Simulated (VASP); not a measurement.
# LiRe3 (Fm-3m) in VASP: notebook

The runs below take LiRe3 through single point, with PBE.

Program: VASP 6.6.1. These are calculated values, not measurements. Logs are shortened: lines on timing, memory, paths and dates and some standing lists are left out, and cuts for length are marked.

### 1 Starting point

Symmetry: Fm-3m, No. 225, cubic system. Conventional cell: a = 6.106 Å, b = 6.106 Å, c = 6.106 Å, α = 90.00°, β = 90.00°, γ = 90.00°. Li (site symmetry m-3m) is surrounded by 8 Re at 2.64 Å. Re (site symmetry -43m) is surrounded by 4 Li at 2.64 Å and 4 Re at 2.64 Å. Re (site symmetry m-3m) has 8 Re at 2.64 Å as nearest neighbours.

The cell comes from a database or a generator and needn't be the stable form of this composition.

### 2 Single point, PBE

The input, INCAR:

```
PREC = Accurate ; ENCUT = 520
EDIFF = 1E-7 ; ISMEAR = 0
SIGMA = 0.1 ; LREAL = False
LASPH = True ; NELM = 60
ALGO = Normal ; ISIF = 2
LWAVE = False ; LCHARG = False
GGA = PE ; NBANDS = 20
```

The input, KPOINTS:

```
regular mesh
0
Gamma
  4 4 4
```

The input, POSCAR:

```
LiRe3
1.0
    0.0000000000      3.0528810000      3.0528810000
    3.0528810000      0.0000000000      3.0528810000
    3.0528810000      3.0528810000      0.0000000000
Li Re
1 3
Direct
    0.0000000000      0.0000000000      0.0000000000
    0.7500000000      0.7500000000      0.7500000000
    0.2500000000      0.2500000000      0.2500000000
    0.5000000000      0.5000000000      0.5000000000
```

Potentials or basis: VASP PAW PBE potentials, release 64 (Li_sv, Re).

On the command line:

```
$ cat potpaw_PBE.64/Li_sv/POTCAR potpaw_PBE.64/Re/POTCAR > POTCAR
$ mpirun -np 1 vasp_std > vasp.out
```

OUTCAR:

```text
PREC = Accurate
   ENCUT = 520
   EDIFF = 1E-7
   ISMEAR = 0
   LREAL = False
   LASPH = True
   NELM = 60
   ISIF = 2
   GGA = PE

 ion  position               nearest neighbor table
   1  0.000  0.000  0.000-   2 2.64   3 2.64   2 2.64   2 2.64   2 2.64   3 2.64   3 2.64   3 2.64

   2  0.750  0.750  0.750-   1 2.64   4 2.64   4 2.64   4 2.64   4 2.64   1 2.64   1 2.64   1 2.64
                             3 3.05   3 3.05   3 3.05   3 3.05   3 3.05   3 3.05
   3  0.250  0.250  0.250-   1 2.64   4 2.64   1 2.64   1 2.64   1 2.64   4 2.64   4 2.64   4 2.64
                             2 3.05   2 3.05   2 3.05   2 3.05   2 3.05   2 3.05
   4  0.500  0.500  0.500-   2 2.64   3 2.64   3 2.64   3 2.64   3 2.64   2 2.64   2 2.64   2 2.64

  LATTYP: Found a face centered cubic cell.
 ALAT       =     6.1057620000

  Lattice vectors:

 A1 = (   0.0000000000,   3.0528810000,   3.0528810000)
 A2 = (   3.0528810000,   0.0000000000,   3.0528810000)
 A3 = (   3.0528810000,   3.0528810000,   0.0000000000)

Analysis of symmetry for initial positions (statically):
=====================================================================
 Subroutine PRICEL returns:
 Original cell was already a primitive cell.

 Routine SETGRP: Setting up the symmetry group for a
 face centered cubic supercell.

 Subroutine GETGRP returns: Found 48 space group operations
 (whereof 48 operations were pure point group operations)
 out of a pool of 48 trial point group operations.

The static configuration has the point symmetry O_h .

Analysis of symmetry for dynamics (positions and initial velocities):
=====================================================================
 Subroutine PRICEL returns:
 Original cell was already a primitive cell.

 Routine SETGRP: Setting up the symmetry group for a
 face centered cubic supercell.

 Subroutine GETGRP returns: Found 48 space group operations
 (whereof 48 operations were pure point group operations)
 out of a pool of 48 trial point group operations.

The dynamic configuration has the point symmetry O_h .

 Subroutine INISYM returns: Found 48 space group operations
 (whereof 48 operations are pure point group operations),
 and found     1 'primitive' translations

----------------------------------------------------------------------------------------

                                     Primitive cell

  volume of cell :      56.9062

  direct lattice vectors                    reciprocal lattice vectors
     0.000000000  3.052881000  3.052881000    -0.163779722  0.163779722  0.163779722
     3.052881000  0.000000000  3.052881000     0.163779722 -0.163779722  0.163779722
     3.052881000  3.052881000  0.000000000     0.163779722  0.163779722 -0.163779722

  length of vectors
     4.317425715  4.317425715  4.317425715     0.283674799  0.283674799  0.283674799

  position of ions in fractional coordinates (direct lattice)
     0.000000000  0.000000000  0.000000000
     0.750000000  0.750000000  0.750000000
     0.250000000  0.250000000  0.250000000
     0.500000000  0.500000000  0.500000000

  ion indices of the primitive-cell ions
   primitive index   ion index
                 1           1
                 2           2
                 3           3
                 4           4

----------------------------------------------------------------------------------------

 KPOINTS: regular mesh

Automatic generation of k-mesh.
 Grid dimensions read from file:
 generate k-points for:    4    4    4

 Generating k-lattice:

  Cartesian coordinates                     Fractional coordinates (reciprocal lattice)
    -0.040944930  0.040944930  0.040944930     0.250000000  0.000000000  0.000000000
     0.040944930 -0.040944930  0.040944930     0.000000000  0.250000000  0.000000000
     0.040944930  0.040944930 -0.040944930     0.000000000  0.000000000  0.250000000

  Length of vectors
     0.070918700  0.070918700  0.070918700

  Shift w.r.t. Gamma in fractional coordinates (k-lattice)
     0.000000000  0.000000000  0.000000000

 Subroutine IBZKPT returns following result:
 ===========================================

 Found      8 irreducible k-points:

 Following reciprocal coordinates:
            Coordinates               Weight
  0.000000  0.000000  0.000000      1.000000
  0.250000  0.000000  0.000000      8.000000
  0.500000  0.000000  0.000000      4.000000
  0.250000  0.250000  0.000000      6.000000
  0.500000  0.250000  0.000000     24.000000
 -0.250000  0.250000  0.000000     12.000000
  0.500000  0.500000  0.000000      3.000000
 -0.250000  0.500000  0.250000      6.000000
   k-points           NKPTS =      8   k-points in BZ     NKDIM =      8   number of bands    NBANDS=     20
   number of dos      NEDOS =    301   number of ions     NIONS =      4
   total plane-waves  NPLWV =  32768
   dimension x,y,z NGX =    32 NGY =   32 NGZ =   32
   dimension x,y,z NGXF=    64 NGYF=   64 NGZF=   64
   ions per type =               1   3
   NGX,Y,Z   is equivalent  to a cutoff of  12.32, 12.32, 12.32 a.u.
   NGXF,Y,Z  is equivalent  to a cutoff of  24.64, 24.64, 24.64 a.u.
 SYSTEM =  unknown system
   PREC   = accura    normal or accurate (medium, high low for compatibility)
   ISTART =      0    job   : 0-new  1-cont  2-samecut
   ICHARG =      2    charge: 1-file 2-atom 10-const
   ISPIN  =      1    spin polarized calculation?
   LNONCOLLINEAR =      F non collinear calculations
   LSORBIT =      F    spin-orbit coupling
   LASPH  =      T    aspherical Exc in radial PAW
   ENCUT  =  520.0 eV  38.22 Ry    6.18 a.u.   8.03  8.03  8.03*2*pi/ulx,y,z
   NELM   =     60;   NELMIN=  2; NELMDL= -5     # of ELM steps
   EDIFF  = 0.1E-06   stopping-criterion for ELM
   LREAL  =      F    real-space projection
   EDIFFG = 0.1E-05   stopping-criterion for IOM
   NSW    =      0    number of steps for IOM
   IBRION =     -1    ionic relax: 0-MD 1-quasi-New 2-CG
   NFREE  =      0    steps in history (QN), initial steepest desc. (CG)
   ISIF   =      2    stress and relaxation
   ISYM   =      2    0-nonsym 1-usesym 2-fastsym
   POTIM  = 0.5000    time-step for ionic-motion
   TEBEG  =    0.0;   TEEND  =   0.0 temperature during run
   PSTRESS=    0.0 pullay stress
   NELECT =      24.0000    total number of electrons
   NUPDOWN=      -1.0000    fix difference up-down
   EMIN   =  10.00;   EMAX   =-10.00  energy-range for DOS
   EFERMI =   0.00;   METHOD = LEGACY
   ISMEAR =     0;   SIGMA  =   0.10  broadening in eV -4-tet -1-fermi 0-gaus
   EFERMI_NEDOS =   21; number of points for ismear=-14 and -15
   IALGO  =     38    algorithm
   IMIX   =      4    mixing-type and parameters
     AMIX     =   0.40;   BMIX     =  1.00
     AMIX_MAG =   1.60;   BMIX_MAG =  1.00
  volume/ion in A,a.u.               =      14.23        96.01
  Fermi-wavevector in a.u.,A,eV,Ry     =   1.227699  2.320015 20.507324  1.507246
  Thomas-Fermi vector in A             =   2.362653
   LORBIT       =      0    0 simple, 1 ext, 2 COOP (PROOUT), +10 PAW based schemes
   GGA     = PE    functional components
   LHFCALC =     F    Hartree Fock is set to
   AEXX    =    0.0000 exact exchange contribution
   IVDW    =     0    specifies the selected vdW correction
   LEPSILON=     F    determine dielectric tensor
   LRPA    =     F    only Hartree local field effects (RPA)
 non-spin polarized calculation
 Gauss-broadening in eV      SIGMA  =   0.10
  energy-cutoff  :      520.00
  volume of cell :       56.91
 maximum number of plane-waves:      1540
   NGX = 17   NGY = 17   NGZ = 17

 number of electron      23.9999990 magnetization

 Free energy of the ion-electron system (eV)
  ---------------------------------------------------
  ext. energy  EPLUGINS =         0.00000000
  ---------------------------------------------------
  free energy    TOTEN  =       -38.37801040 eV

  energy without entropy =      -38.33407741  energy(sigma->0) =      -38.35604390

 E-fermi :   6.7936     XC(G=0): -12.6281

 val. band max:        6.7320148082   @ k =   0.2500   0.0000   0.0000
 cond. band min:       6.8150334882   @ k =   0.2500   0.2500   0.0000
 fundamental gap:      0.0830186801
 Fermi energy:         6.7935755997

 k-point     1 :       0.0000    0.0000    0.0000
  band No.  band energies     occupation
      1     -38.2352      2.00000
      2      -2.2239      2.00000
      3       1.5192      2.00000
      4       1.5192      2.00000
      5       3.0020      2.00000
      6       3.0020      2.00000
[... 12 lines left out ...]
     19      14.4874      0.00000
     20      14.4893      0.00000

 k-point     2 :       0.2500    0.0000    0.0000
  band No.  band energies     occupation
      1     -38.2348      2.00000
      2      -1.3093      2.00000
      3       1.8865      2.00000
      4       1.8865      2.00000
      5       2.5626      2.00000
      6       3.0825      2.00000
[... 12 lines left out ...]
     19      14.9826      0.00000
     20      14.9855      0.00000

 k-point     3 :       0.5000    0.0000    0.0000
  band No.  band energies     occupation
      1     -38.2343      2.00000
      2       0.2394      2.00000
      3       2.2609      2.00000
      4       2.4879      2.00000
      5       2.4879      2.00000
      6       2.7298      2.00000
[... 12 lines left out ...]
     19      15.1812      0.00000
     20      15.1851      0.00000

 k-point     4 :       0.2500    0.2500    0.0000
  band No.  band energies     occupation
      1     -38.2347      2.00000
      2      -1.0493      2.00000
      3       1.6292      2.00000
      4       2.2204      2.00000
      5       2.4609      2.00000
      6       2.9249      2.00000
[... 12 lines left out ...]
     19      12.7922      0.00000
     20      12.7922      0.00000

 k-point     5 :       0.5000    0.2500    0.0000
  band No.  band energies     occupation
      1     -38.2342      2.00000
      2       0.4598      2.00000
      3       1.4737      2.00000
      4       1.8547      2.00000
      5       2.5720      2.00000
      6       2.8165      2.00000
[... 12 lines left out ...]
     19      11.3501      0.00000
     20      11.8655      0.00000

 k-point     6 :      -0.2500    0.2500    0.0000
  band No.  band energies     occupation
      1     -38.2343      2.00000
      2      -0.0957      2.00000
      3       2.1257      2.00000
      4       2.2973      2.00000
      5       2.2983      2.00000
      6       2.4258      2.00000
[... 12 lines left out ...]
     19      11.5008      0.00000
     20      12.8708      0.00000

 k-point     7 :       0.5000    0.5000    0.0000
  band No.  band energies     occupation
      1     -38.2340      2.00000
      2       1.0552      2.00000
      3       1.1081      2.00000
      4       1.1186      2.00000
      5       2.7307      2.00000
      6       3.1048      2.00000
[... 12 lines left out ...]
     19       9.4921      0.00000
     20       9.8505      0.00000

 k-point     8 :      -0.2500    0.5000    0.2500
  band No.  band energies     occupation
      1     -38.2340      2.00000
      2       1.1402      2.00000
      3       1.1402      2.00000
      4       1.8083      2.00000
      5       2.0231      2.00000
      6       3.2759      2.00000
[... 12 lines left out ...]
     19       9.9681      0.00000
     20      10.4470      0.00000

------------------------ aborting loop because EDIFF is reached ----------------------------------------

  FORCE on cell =-STRESS in cart. coord.  units (eV):
  Direction    XX          YY          ZZ          XY          YZ          ZX
  --------------------------------------------------------------------------------------
  -------------------------------------------------------------------------------------
  Total       -1.2740551     -1.2740551     -1.2740551      0.0000000      0.0000000      0.0000000
  in kB      -35.8706443    -35.8706443    -35.8706443      0.0000000      0.0000000      0.0000000
  external PRESSURE =     -35.8706443 kB  Pullay stress =       0.0000000 kB

 VOLUME and BASIS-vectors are now :
 -----------------------------------------------------------------------------
  energy-cutoff  :      520.00
  volume of cell :       56.91
      direct lattice vectors                 reciprocal lattice vectors
     0.000000000  3.052881000  3.052881000    -0.163779722  0.163779722  0.163779722
     3.052881000  0.000000000  3.052881000     0.163779722 -0.163779722  0.163779722
     3.052881000  3.052881000  0.000000000     0.163779722  0.163779722 -0.163779722

 POSITION                                       TOTAL-FORCE (eV/Angst)
 -----------------------------------------------------------------------------------
      0.00000      0.00000      0.00000        -0.000000      0.000000     -0.000000
      4.57932      4.57932      4.57932         0.000000      0.000000      0.000000
      1.52644      1.52644      1.52644        -0.000000     -0.000000     -0.000000
      3.05288      3.05288      3.05288        -0.000000      0.000000     -0.000000
 -----------------------------------------------------------------------------------
    total drift:                               -0.000000     -0.000000      0.000000

  FREE ENERGIE OF THE ION-ELECTRON SYSTEM (eV)
  ---------------------------------------------------
  free  energy   TOTEN  =       -38.3780103975 eV

  energy  without entropy=      -38.3340774093  energy(sigma->0) =      -38.35604390
```

Wall time 10 s (1 thread of AMD EPYC 9R45 (Zen 5), shared host); peak memory 0.14 GiB.

What came out:

| Item | Value |
| --- | --- |
| Free energy | -38.3780 eV |
| Band gap on the k mesh | none (metal or under the smearing width) |

Caveat: the k mesh is coarse (spacing up to 0.45 Å⁻¹), so the values aren't converged; the cutoff is under 1.25 times the usual one of these potentials, so pressure, stress and relaxed cells hold a basis-set (Pulay) error. Spin-orbit coupling is left out, which matters for the levels of Re.

(Continued in part 2 of 2.)
